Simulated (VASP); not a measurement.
The system is WSe2.

```
W Se
1.0
     3.28135    0.00000    0.00000
    -1.64068    2.84173    0.00000
     0.00000    0.00000   12.79176
W Se
2 4
Cartesian
  0.0000 1.8945 3.1979
  1.6407 0.9472 9.5938
  0.0000 1.8945 7.9078
  1.6407 0.9472 1.5119
  0.0000 1.8945 11.2798
  1.6407 0.9472 4.8840
```

Program: VASP 6.6.1. Alike in all runs: task band structure; potentials or basis VASP PAW PBE potentials, release 64 (W_sv, Se); cell as given; k mesh 9 × 9 × 2; cutoff (eV) 520; smearing gaussian 0.03 eV. Hardware: 2 MPI ranks on Intel(R) Xeon(R) Platinum 8559C (Emerald Rapids), on a shared host.

**Question.** Order these runs on this cell by their wall time, lowest first.
A. level PBE+D3(BJ); spin off
B. level r2SCAN; spin off
C. level TB-mBJ; spin SOC, no magnetisation
D. level TB-mBJ; spin off

**Answer.** A (110 s), D (240 s), B (490 s), C (1500 s).
